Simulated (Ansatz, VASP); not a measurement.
# Y2SNO (Y2NOS MXene monolayer): VASP beside Ansatz, part 2 of 2

Aim: how closely do two programs agree when they are given the same cell, functional and k mesh? The structure shown is the start of the Ansatz relaxation below; VASP solves that cell, so the two are compared at the walk's first step.

VASP 6.6.1 and Ansatz 0.2.0.

So far: Starting point; Ansatz: relaxation, PBE.

**3. VASP: single point, PBE, start cell**

Level of this step: PBE, zero-moment start; plane waves and PAW (S, Y_sv, N, O) (VASP).

The same cell, functional, mesh and smearing now go to VASP, with its own data sets.

Lines of VASP's logs that name or quote its potential files are left out, and so is its time.

The input, INCAR:

```
SYSTEM = Y2SNO
PREC = Accurate
ENCUT = 520
EDIFF = 1E-06
NELM = 200
ISMEAR = -1
SIGMA = 0.05
LREAL = .FALSE.
ALGO = Normal
GGA = PE
NBANDS = 28
ISPIN = 2
MAGMOM = -0 -0 -0 -0 0
LASPH = .TRUE.
LMAXMIX = 4
LORBIT = 11
LWAVE = .FALSE.
LCHARG = .FALSE.
ISIF = 2
LDIPOL = .TRUE.
IDIPOL = 3
DIPOL = 0.5 0.5 0.341
LVHAR = .TRUE.
GGA_COMPAT = .FALSE.
NELMDL = -8
KPAR = 2
```

The input, POSCAR:

```
Y2SNO
1.0
    3.4062600000      0.0000000000      0.0000000000
   -1.7031300000      2.9499080000      0.0000000000
    0.0000000000      0.0000000000     35.6943650000
S Y N O
1 2 1 1
Direct
    0.3333332768      0.6666665537      0.2521406390
    0.6666666101      0.3333332204      0.3063931240
    0.3333332768      0.6666665537      0.3817002207
    0.9999999435      0.9999998870      0.3440466864
    0.6666666101      0.3333332204      0.4187546970
```

The input, KPOINTS:

```
Automatic mesh
0
Gamma
9 9 1
0 0 0
```

Potentials, in the order of the species: S, Y_sv, N and O (PBE family, release 64).

Launch:

```console
$ mpirun -np 2 vasp_std
```

Numbers of over 12 decimals in the logs are rounded to 6 here.

Log:

```text
[banner, memory and clock lines left out]
running    2 mpi-ranks, on    1 nodes
 distrk:  each k-point on    1 cores,    2 groups
 distr:  one band on    1 cores,    1 groups

 POSCAR found type information on POSCAR S Y N O
 POSCAR found :  4 types and       5 ions
 LDA part: xc-table for (Slater+PW92), standard interpolation
 POSCAR, INCAR and KPOINTS ok, starting setup
 FFT: planning ... GRIDC
 FFT: planning ... GRID_SOFT
 FFT: planning ... GRID
 WAVECAR not read
 entering main loop
       N       E                     dE             d eps       ncg     rms          rms(c)
DAV:   1     0.292969431226E+03    0.29297E+03   -0.17230E+04  1640   0.108E+03
DAV:   2     0.355579795348E+00   -0.29261E+03   -0.28475E+03  1752   0.273E+02
DAV:   3    -0.432386100342E+02   -0.43594E+02   -0.43105E+02  2016   0.883E+01
DAV:   4    -0.456441367131E+02   -0.24055E+01   -0.23950E+01  2240   0.214E+01
DAV:   5    -0.457171570585E+02   -0.73020E-01   -0.72986E-01  2036   0.340E+00
DAV:   6    -0.457196455155E+02   -0.24885E-02   -0.24883E-02  2168   0.623E-01
DAV:   7    -0.457196938738E+02   -0.48358E-04   -0.48357E-04  2020   0.827E-02
DAV:   8    -0.457196949472E+02   -0.10733E-05   -0.10734E-05  2120   0.128E-02    0.490E+01
DAV:   9    -0.428138489745E+02    0.29058E+01   -0.84380E+01  1752   0.366E+01    0.454E+01
DAV:  10    -0.444144116376E+02   -0.16006E+01   -0.18310E+02  2188   0.341E+01    0.303E+01
DAV:  11    -0.421830916491E+02    0.22313E+01   -0.11434E+02  1916   0.309E+01    0.901E+00
DAV:  12    -0.387306666679E+02    0.34524E+01   -0.12777E+01  1768   0.148E+01    0.724E+00
DAV:  13    -0.382642004369E+02    0.46647E+00   -0.22638E+00  1912   0.682E+00    0.593E+00
DAV:  14    -0.382636289421E+02    0.57149E-03   -0.12914E-01  1856   0.188E+00    0.554E+00
[...]
DAV:  58    -0.381425611735E+02   -0.26571E-04   -0.36490E-07  1248   0.212E-03    0.378E-03
DAV:  59    -0.381425743172E+02   -0.13144E-04   -0.39291E-07  1280   0.200E-03    0.202E-03
DAV:  60    -0.381425825989E+02   -0.82816E-05   -0.33700E-08  1016   0.777E-04    0.149E-03
DAV:  61    -0.381425964014E+02   -0.13803E-04   -0.64475E-08  1148   0.842E-04    0.148E-03
DAV:  62    -0.381426034315E+02   -0.70301E-05   -0.53930E-08  1244   0.703E-04    0.922E-04
DAV:  63    -0.381426054508E+02   -0.20194E-05   -0.17806E-08   940   0.431E-04    0.811E-04
DAV:  64    -0.381426076294E+02   -0.21786E-05   -0.24189E-08  1116   0.591E-04    0.306E-04
DAV:  65    -0.381426083959E+02   -0.76647E-06   -0.25596E-09   920   0.259E-04
   1 F= -.38142608E+02 E0= -.38120879E+02  d E =-.434596E-01  mag=     0.0000
```

Parts of OUTCAR (step 3):

```text
ion  position               nearest neighbor table
   1  0.333  0.667  0.252-   2 2.76   2 2.76   2 2.76
   2  0.667  0.333  0.306-   4 2.38   4 2.38   4 2.38   1 2.76   1 2.76   1 2.76   3 3.33   3 3.33
                             3 3.33
   3  0.333  0.667  0.382-   5 2.37   5 2.37   5 2.37   4 2.38   4 2.38   4 2.38   2 3.33   2 3.33
                             2 3.33
   4  1.000  1.000  0.344-   3 2.38   3 2.38   3 2.38   2 2.38   2 2.38   2 2.38
   5  0.667  0.333  0.419-   3 2.37   3 2.37   3 2.37

  LATTYP: Found a hexagonal cell.
 ALAT       =     3.4062600000
 C/A-ratio  =    10.4790488688

 Subroutine GETGRP returns: Found  6 space group operations
 (whereof  6 operations were pure point group operations)

The static configuration has the point symmetry C_3v.

 Found     12 irreducible k-points:

   k-points           NKPTS =     12   k-points in BZ     NKDIM =     12   number of bands    NBANDS=     28

   dimension x,y,z NGX =    28 NGY =   28 NGZ =  270
   dimension x,y,z NGXF=    56 NGYF=   56 NGZF=  540

   ENCUT  =  520.0 eV  38.22 Ry    6.18 a.u.   6.33  6.33 66.37*2*pi/ulx,y,z

   NELECT =      39.0000    total number of electrons

 k-points in reciprocal lattice and weights: Automatic mesh
   0.00000000  0.00000000  0.00000000       0.012
   0.11111111 -0.00000000  0.00000000       0.074
   0.22222222 -0.00000000  0.00000000       0.074
   0.33333333  0.00000000  0.00000000       0.074
   0.44444444 -0.00000000  0.00000000       0.074
   0.11111111  0.11111111  0.00000000       0.074
   0.22222222  0.11111111  0.00000000       0.148
   0.33333333  0.11111111  0.00000000       0.148
   0.44444444  0.11111111  0.00000000       0.074
   0.22222222  0.22222222  0.00000000       0.074
   0.33333333  0.22222222  0.00000000       0.148
   0.33333333  0.33333333  0.00000000       0.025

 dipolmoment           0.000000      0.000000      0.123435 electrons x Angstroem

 average (electrostatic) potential at core
       1 -95.9068       2 -44.4934       3 -43.5688       4 -72.5460       5 -78.2363

 E-fermi :  -5.4750

 spin component 1
 k-point     1 :       0.0000    0.0000    0.0000
  band No.  band energies     occupation
    ...
     14      -7.6017      1.00000
     15      -7.2148      1.00000
     16      -5.8026      0.99858
     17      -5.6210      0.94888
     18      -5.6210      0.94888
     19      -4.7480      0.00000
     20      -4.7480      0.00000
     21      -2.4159      0.00000
     22      -1.8280      0.00000
     23      -1.8280      0.00000
    ...

 k-point     2 :       0.1111   -0.0000    0.0000
  band No.  band energies     occupation
    ...
     14      -7.5510      1.00000
     15      -6.9598      1.00000
     16      -6.0898      1.00000
     17      -5.6364      0.96192
     18      -5.5384      0.78034
     19      -5.3800      0.13007
     20      -4.9215      0.00002
     21      -2.5938      0.00000
     22      -1.9500      0.00000
     23      -1.5590      0.00000
    ...

 k-point     3 :       0.2222   -0.0000    0.0000
  band No.  band energies     occupation
    ...
     15      -7.1006      1.00000
     16      -6.5316      1.00000
     17      -6.2059      1.00000
     18      -5.6811      0.98405
     19      -5.5741      0.87886
     20      -5.2244      0.00661
     21      -3.3109      0.00000
     22      -1.6426      0.00000
     23      -0.8576      0.00000
     24      -0.3856      0.00000
    ...

 k-point     4 :       0.3333    0.0000    0.0000
  band No.  band energies     occupation
    ...
     15      -7.4807      1.00000
     16      -6.8284      1.00000
     17      -6.2966      1.00000
     18      -5.7228      0.99301
     19      -5.7215      0.99283
     20      -5.4211      0.25389
     21      -3.9012      0.00000
     22      -0.9842      0.00000
     23      -0.5461      0.00000
     24       0.1305      0.00000
    ...

 k-point     5 :       0.4444   -0.0000    0.0000
  band No.  band energies     occupation
    ...
     15      -7.5337      1.00000
     16      -6.8095      1.00000
     17      -6.2048      1.00000
     18      -5.8706      0.99963
     19      -5.7654      0.99701
     20      -5.4686      0.46822
     21      -4.1905      0.00000
     22      -0.8839      0.00000
     23       0.2120      0.00000
     24       1.0141      0.00000
    ...

 k-point     6 :       0.1111    0.1111    0.0000
  band No.  band energies     occupation
    ...
     15      -6.9037      1.00000
     16      -6.2645      1.00000
     17      -6.2151      1.00000
     18      -5.6652      0.97820
     19      -5.5224      0.72101
     20      -5.2937      0.02596
     21      -2.8124      0.00000
     22      -2.1893      0.00000
     23      -0.9309      0.00000
     24      -0.2267      0.00000
    ...

  Total        3.8012748      3.8012756     -1.5200648      0.0000000      0.0000000     -0.0000000
  in kB       16.9806347     16.9806382     -6.7902657      0.0000000      0.0000000     -0.0000000
  external PRESSURE =       9.0570024 kB  Pullay stress =       0.0000000 kB

  energy-cutoff  :      520.00
  volume of cell :      358.66
      direct lattice vectors                 reciprocal lattice vectors
     3.406260000  0.000000000  0.000000000     0.293577120  0.169496811  0.000000000
    -1.703130000  2.949908000  0.000000000     0.000000000  0.338993623  0.000000000
     0.000000000  0.000000000 35.694365000     0.000000000  0.000000000  0.028015627

 POSITION                                       TOTAL-FORCE (eV/Angst)
 -----------------------------------------------------------------------------------
     -0.00000      1.96661      9.00000         0.000000     -0.000000      0.355581
      1.70313      0.98330     10.93651        -0.000000      0.000000     -0.911362
     -0.00000      1.96661     13.62455        -0.000000      0.000000      5.742592
      1.70313      2.94991     12.28053         0.000000      0.000000     -1.715514
      1.70313      0.98330     14.94718        -0.000000     -0.000000     -3.471297
 -----------------------------------------------------------------------------------
    total drift:                                0.000001      0.001185     -0.000023

  FREE ENERGIE OF THE ION-ELECTRON SYSTEM (eV)
  ---------------------------------------------------
  free  energy   TOTEN  =       -38.1426083959 eV

  energy  without entropy=      -38.0991487533  energy(sigma->0) =      -38.12087857

 vacuum level on the upper side and lower side of the slab         3.594         1.371

 total charge
# of ion       s       p       d       f       tot
--------------------------------------------------
    1        1.373   2.269   0.000   0.000   3.642
    2        2.213   6.551   1.120   0.085   9.969
    3        2.192   6.527   1.068   0.107   9.894
    4        1.253   2.448   0.000   0.000   3.701
    5        1.580   3.287   0.000   0.000   4.867
--------------------------------------------------
tot          8.610  21.082   2.188   0.192  32.073

 magnetization (x)
# of ion       s       p       d       f       tot
--------------------------------------------------
    1        0.000   0.000   0.000   0.000   0.000
    2        0.000   0.000  -0.000   0.000   0.000
    3        0.000   0.000  -0.000   0.000   0.000
    4        0.000   0.000   0.000   0.000   0.000
    5        0.000   0.000   0.000   0.000   0.000
--------------------------------------------------
tot          0.000   0.000  -0.000   0.000   0.000

[... 6 further parts left out ...]
```

This run allows spin, but its moments start at zero, where symmetry between the spins tends to hold them. Its electron count is odd, so without a moment it is a metal by construction.

**4. Comparison**

Known differences besides the potentials themselves: Ansatz cuts the interaction across the vacuum, VASP repeats the sheet with a dipole correction; the cutoff is 420 eV in Ansatz and 520 eV in VASP. Total energies have different zeros and are not compared.

Forces (eV/Å; atoms numbered as in POSCAR):

| atom | Ansatz x, y, z | VASP x, y, z |
| --- | --- | --- |
| S1 | 0.000, 0.000, 0.357 | 0.000, 0.000, 0.356 |
| Y2 | 0.000, 0.000, -0.950 | 0.000, 0.000, -0.911 |
| Y3 | 0.000, 0.000, 5.651 | 0.000, 0.000, 5.743 |
| N4 | 0.000, 0.000, -1.656 | 0.000, 0.000, -1.716 |
| O5 | 0.000, 0.000, -3.402 | 0.000, 0.000, -3.471 |

The forces differ by 35 meV/Å r.m.s., which is 1.9 % of the r.m.s. force of 1.806 eV/Å (both taken over all components). Moments aren't recorded for both runs of this pair, so they may hold unlike magnetic states. With vacuum in the cell, a pressure given here is an average over mostly empty space and none of the material.

**5. Results**

```
r.m.s. force difference (single point, PBE, start cell) : 1.9 % of the r.m.s. force
```

**Reading.** The r.m.s. force difference is 1.9 % of the r.m.s. force (single point, PBE, start cell), within the 3 % picked in this series as the mark of a large difference. How closely two codes agree says nothing of how well the functional describes the real material.

[Lines on the potential files, build, host, timing and source positions are cut from VASP's logs without a mark.]

[Logs are printed without paths, hosts, clocks, repeated set-up lines and the standing remarks that a program may print on its own settings, such as how far it seeks lower states.]

[Hosts, paths, dates, database ids (printed as entryN), source tags and the programs' standing remarks are cut or masked in the printed files.]
